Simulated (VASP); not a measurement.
VASP input:

### POSCAR
```
CdSe
4.3779320
  0.0000000000   0.7071067071   0.7071067071
  0.7071067071   0.0000000000   0.7071067071
  0.7071067071   0.7071067071   0.0000000000
Cd Se
1 1
Cartesian
  1.4142134141   1.4142134141   1.4142134141
  0.3535533535   0.3535533535   0.3535533535
```

File KPOINTS:
```
K-points
0
G
8 8 8
```

**INCAR**
```
ALGO=Normal
EDIFF=1E-7
ENCUT=400
GGA=PE
ISIF=2
ISMEAR=-5
LASPH=.True.
LCHARG=.True.
LMAXMIX=4
LORBIT=11
LREAL=.False.
LWAVE=.False.
NEDOS=601
NELM=100
PREC=Accurate
SYSTEM=CdSe
```

POTCAR, in this order: Cd Se (PBE.64 set). Program: vasp_std.

### Question
Write an equivalent input for Ansatz.

### Answer
One equivalent input (not run):
Ansatz 0.2 input:
```yaml
crystal:
  lattice:
    - [0.0000000, 3.0956651, 3.0956651]
    - [3.0956651, 0.0000000, 3.0956651]
    - [3.0956651, 3.0956651, 0.0000000]
  atoms:
    - { symbol: Cd, position: [1.0000000, 1.0000000, 1.0000000] }
    - { symbol: Se, position: [0.2500000, 0.2500000, 0.2500000] }
kpoints:
  mp_grid: { grid: [8, 8, 8] }
hamiltonian:
  xc: pbe
  pseudopotentials: { kind: paw }
scf:
  occupations: { method: tetrahedron }
  max_iter: 100
output: { forces: true, stress: true, eigenvalues: true }
```
Limits of the translation: each code has its own PAW files, so the cut-off isn't converted (ENCUT is set for VASP's; basis.ecutwfc is left out, and Ansatz then takes the one that its files recommend); Ansatz stops its SCF on the density residual and VASP on the energy change (EDIFF).

The compound is CdSe in the zinc blende structure, whereas wurtzite is the usual form. It was relaxed first, which changed the volume by +7 %.
